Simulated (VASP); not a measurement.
Computed with PBE GGA, VASP's PBE PAW potentials (set 64) (plane waves; VASP 6.6.1).

VASP input:

**POSCAR**
```
PbS
1
    0.0000000000     3.0294000000     3.0294000000
    3.0294000000     0.0000000000     3.0294000000
    3.0294000000     3.0294000000     0.0000000000
Pb S
1 1
Direct
  0.0000000000   0.0000000000   0.0000000000
  0.5000000000   0.5000000000   0.5000000000
```

File KPOINTS:
```
Automatic mesh
0
Gamma
8 8 8
0 0 0
```

INCAR:
```
# general
SYSTEM  = PbS
PREC    = Accurate
ENCUT   = 400
LREAL   = F
LASPH   = T

# electronic loop
EDIFF   = 1E-6
NELM    = 100
ALGO    = Normal
LMAXMIX = 4

# smearing
ISMEAR  = 0
SIGMA   = 0.05

# functional
GGA     = PE

# ions
ISIF    = 2

# output
LWAVE   = F
LCHARG  = F
```

POTCAR, in this order: Pb_d S (PBE.64 set). Program: vasp_std.

Output of the run:

### OSZICAR
```
       N       E                     dE             d eps       ncg     rms          rms(c)
DAV:   1     0.149629988841E+03    0.14963E+03   -0.84860E+03   818   0.122E+03
DAV:   2     0.326299375624E+01   -0.14637E+03   -0.14290E+03   896   0.328E+02
DAV:   3    -0.900327016760E+01   -0.12266E+02   -0.12075E+02  1064   0.102E+02
DAV:   4    -0.929512537239E+01   -0.29186E+00   -0.29172E+00   926   0.187E+01
DAV:   5    -0.930635370728E+01   -0.11228E-01   -0.11228E-01  1150   0.338E+00    0.421E+00
DAV:   6    -0.875851194524E+01    0.54784E+00   -0.17510E+00  1184   0.976E+00    0.299E+00
DAV:   7    -0.876076446403E+01   -0.22525E-02   -0.15156E-01   852   0.217E+00    0.178E+00
DAV:   8    -0.876462878647E+01   -0.38643E-02   -0.17604E-02   902   0.164E+00    0.343E-01
DAV:   9    -0.876411610094E+01    0.51269E-03   -0.35914E-03  1230   0.572E-01    0.107E-01
DAV:  10    -0.876436822445E+01   -0.25212E-03   -0.42158E-04   860   0.131E-01    0.673E-02
DAV:  11    -0.876437237930E+01   -0.41548E-05   -0.58712E-05  1022   0.948E-02    0.118E-02
DAV:  12    -0.876437375529E+01   -0.13760E-05   -0.39673E-06   950   0.213E-02    0.418E-03
DAV:  13    -0.876437374920E+01    0.60897E-08   -0.21249E-07   586   0.583E-03
   1 F= -.87643737E+01 E0= -.87643737E+01  d E =-.202079E-12
```

### OUTCAR
```
------------------------ aborting loop because EDIFF is reached ----------------------------------------
  FORCE on cell =-STRESS in cart. coord.  units (eV):
  Direction    XX          YY          ZZ          XY          YZ          ZX
  --------------------------------------------------------------------------------------
  Total       -0.4533687     -0.4533687     -0.4533687      0.0000000      0.0000000      0.0000000
  in kB      -13.0635816    -13.0635816    -13.0635816      0.0000000      0.0000000      0.0000000
  external PRESSURE =     -13.0635816 kB  Pullay stress =       0.0000000 kB
  volume of cell :       55.60
      direct lattice vectors                 reciprocal lattice vectors
     0.000000000  3.029400000  3.029400000    -0.165049185  0.165049185  0.165049185
     3.029400000  0.000000000  3.029400000     0.165049185 -0.165049185  0.165049185
     3.029400000  3.029400000  0.000000000     0.165049185  0.165049185 -0.165049185
  FREE ENERGIE OF THE ION-ELECTRON SYSTEM (eV)
  ---------------------------------------------------
  free  energy   TOTEN  =        -8.7643737492 eV

  energy  without entropy=       -8.7643737492  energy(sigma->0) =       -8.76437375
```
(Selected blocks of OUTCAR.)

**OUTCAR**
```
 val. band max:        4.9514025542   @ k =   0.5000   0.0000   0.0000

 cond. band min:       5.5278498801   @ k =   0.5000   0.0000   0.0000


 Fermi energy:         5.1794923854

 k-point     1 :       0.0000    0.0000    0.0000
  band No.  band energies     occupation
      1     -11.7241      2.00000
      2     -11.7241      2.00000
      3     -11.7241      2.00000
      4     -11.7063      2.00000
      5     -11.7063      2.00000
      6      -8.0342      2.00000
      7      -1.1390      2.00000
      8       3.1456      2.00000
      9       3.1456      2.00000
     10       3.1456      2.00000
     11      10.0330      0.00000
     12      10.0330      0.00000
     13      10.0330      0.00000
     14      11.8967      0.00000

 k-point     2 :       0.1250    0.0000    0.0000
  band No.  band energies     occupation
      1     -11.7235      2.00000
      2     -11.7214      2.00000
      3     -11.7214      2.00000
      4     -11.7072      2.00000
      5     -11.7072      2.00000
      6      -7.9144      2.00000
      7      -1.4982      2.00000
      8       3.1824      2.00000
      9       3.1824      2.00000
     10       3.4044      2.00000
     11       8.9283      0.00000
     12       9.3572      0.00000
     13       9.3572      0.00000
     14      11.8018      0.00000

 k-point     3 :       0.2500    0.0000    0.0000
  band No.  band energies     occupation
      1     -11.7233      2.00000
      2     -11.7233      2.00000
      3     -11.7220      2.00000
      4     -11.7008      2.00000
      5     -11.7008      2.00000
      6      -7.5845      2.00000
      7      -2.3064      2.00000
      8       3.2871      2.00000
      9       3.2871      2.00000
     10       3.9480      2.00000
     11       7.3830      0.00000
     12       8.2572      0.00000
     13       8.2572      0.00000
     14      11.9513      0.00000

 k-point     4 :       0.3750    0.0000    0.0000
  band No.  band energies     occupation
...
```

Unless said otherwise, spin-orbit coupling is left out, though it shifts the bands of the heavy elements here.

The compound is PbS in the rock salt structure. The cell was not relaxed at this level. The run is one of a series of settings (KPOINTS 8×8×8 Γ-centred mesh against the base run), some of them coarse on purpose.
